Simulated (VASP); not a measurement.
Write the native input for VASP 6.6.1 that does the following.

- Task: density of states
- Functional: PBE
- Potentials or basis: VASP PAW PBE potentials, release 64 (Sn_d, Te, S)
- Cutoff: 520 eV
- k mesh: 8 × 8 × 2
- Occupations: gaussian, width 0.03 eV
- Spin: no spin polarisation
- k mesh for the DOS: 12 × 12 × 3
- Occupations for the DOS: tetrahedron
- Further INCAR settings: ALGO = Fast; EDIFF = 1e-07; NBANDS = 31

Crystal: SnTeS4.

```
Sn Te S
1.0
     3.76097    0.00000    0.00000
    -1.88048    3.25709    0.00000
     0.00000    0.00000   13.57615
Sn Te S
1 1 4
Direct
  0.00000 0.00000 0.50000
  0.00000 0.00000 0.00000
  0.66667 0.33333 0.88420
  0.66667 0.33333 0.39264
  0.33333 0.66667 0.60736
  0.33333 0.66667 0.11580
```

The cell was built by a generator and needn't be a form met in nature.

The input as run:

POSCAR

```
SnTeS4                                  
1.0
    3.7609683489     -0.0000000000     -0.0000000000
   -1.8804841794      3.2570941343      0.0000000000
    0.0000000000      0.0000000000     13.5761546585
  Sn              Te              S             
     1     1     4
Direct
     0.0000000000000000    1.0000000000000000    0.5000000000000000
     0.0000000000000000    1.0000000000000000    1.0000000000000000
     0.6666666699999979    0.3333333300000021    0.8842049205822577
     0.6666666699999979    0.3333333300000021    0.3926369429315104
     0.3333333300000021    0.6666666699999979    0.6073630570684897
     0.3333333300000021    0.6666666699999979    0.1157950794177494
```

INCAR.step1

```
ALGO     = Fast           # electronic algorithm
EDIFF    = 1E-7           # SCF threshold, eV
ENCUT    = 520            # plane-wave cutoff, eV
GGA      = PE             # functional
ISIF     = 2              # what is computed and relaxed
ISMEAR   = 0              # smearing method
KPAR     = 4            
LASPH    = T              # aspherical terms in the spheres
LCHARG   = T              # write CHGCAR
LREAL    = F              # projectors in reciprocal space
LWAVE    = F              # write WAVECAR
NBANDS   = 31             # bands
NELM     = 80             # most SCF steps
PREC     = Accurate       # precision mode
SIGMA    = 0.03           # smearing width, eV
```

KPOINTS.step1

```
k-points
0
Gamma
  8 8 2
```

INCAR.step2

```
ALGO     = Fast           # electronic algorithm
EDIFF    = 1E-7           # SCF threshold, eV
ENCUT    = 520            # plane-wave cutoff, eV
GGA      = PE             # functional
ICHARG   = 11             # starting density
ISIF     = 2              # what is computed and relaxed
ISMEAR   = -5             # smearing method
KPAR     = 4            
LASPH    = T              # aspherical terms in the spheres
LCHARG   = F              # write CHGCAR
LORBIT   = 10             # projections on sites
LREAL    = F              # projectors in reciprocal space
LWAVE    = F              # write WAVECAR
NBANDS   = 31             # bands
NEDOS    = 1001           # points of the DOS
NELM     = 80             # most SCF steps
PREC     = Accurate       # precision mode
SIGMA    = 0.03           # smearing width, eV
```

KPOINTS.step2

```
k-points
0
Gamma
  12 12 3
```

Potentials or basis: VASP PAW PBE potentials, release 64 (Sn_d, Te, S).

The run is started by

```console
$ cat potpaw_PBE.64/Sn_d/POTCAR potpaw_PBE.64/Te/POTCAR potpaw_PBE.64/S/POTCAR > POTCAR
$ cp INCAR.step1 INCAR
$ cp KPOINTS.step1 KPOINTS
$ mpirun -np 4 vasp_std > vasp.out
$ cp INCAR.step2 INCAR
$ cp KPOINTS.step2 KPOINTS
$ mpirun -np 4 vasp_std > vasp.out
```

It gave:

The valence electrons inside the program's atomic spheres are Sn 12.12; Te 3.14; S 3.64, 3.68.

It took 2.7 min on 4 MPI ranks on AMD EPYC 7R13 Processor (Zen 3) (shared host), peak memory 0.39 GiB a rank.
